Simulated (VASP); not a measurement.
SnO (Romarchite):

```
CELL_PARAMETERS angstrom
3.83538 0.00000 0.00000
0.00000 3.83538 0.00000
0.00000 0.00000 4.72805
ATOMIC_POSITIONS crystal
Sn 0.50000 0.00000 0.24596
Sn 0.00000 0.50000 0.75404
O 0.00000 0.00000 0.00000
O 0.50000 0.50000 0.00000
```

```yaml
Program: VASP 6.6.1
Task: relaxation of cell and atoms
Functional: HSE06
Potentials_or_basis: VASP PAW PBE potentials, release 64 (Sn_d, O)
Cutoff: 520 eV
k_mesh: 4 × 4 × 4
Occupations: gaussian, width 0.03 eV
Spin: no spin polarisation
```

At the start: pressure -2.2 GPa; volume 17.39 Å³/atom.

Q: Where does the relaxation end?

A: Over 11 steps the energy falls by 10.7 meV/atom and the volume is 18.08 Å³/atom (+4.0 %); space group P4/nmm (No. 129, to 0.05 Å).

The path:
```csv
step,energy change (eV),largest force (eV/Å),pressure (GPa),volume (Å³)
1,0.0000,0.6596,-2.19,69.55
2,-0.0008,0.4559,3.63,67.18
3,-0.0200,0.1137,0.62,68.33
4,-0.0251,0.0881,0.54,68.77
5,-0.0361,0.0143,0.33,70.09
6,-0.0415,0.1314,0.13,72.73
7,-0.0419,0.1129,0.17,72.34
8,-0.0382,0.2769,-1.25,73.10
9,-0.0425,0.0071,-0.21,72.54
10,-0.0426,0.0033,0.17,72.19
11,-0.0428,0.0048,0.01,72.33
```

Final structure:
```xyz
4
Lattice="3.8032 0.0000 0.0000 0.0000 3.8032 0.0000 0.0000 0.0000 5.0005" Properties=species:S:1:pos:R:3 pbc="T T T"
Sn    1.9016    0.0000    1.1495
Sn    0.0000    1.9016    3.8510
O     0.0000    0.0000    0.0000
O     1.9016    1.9016    0.0000
```

Caveat: the PAW data sets were made with another functional, which shifts forces and pressure a little.
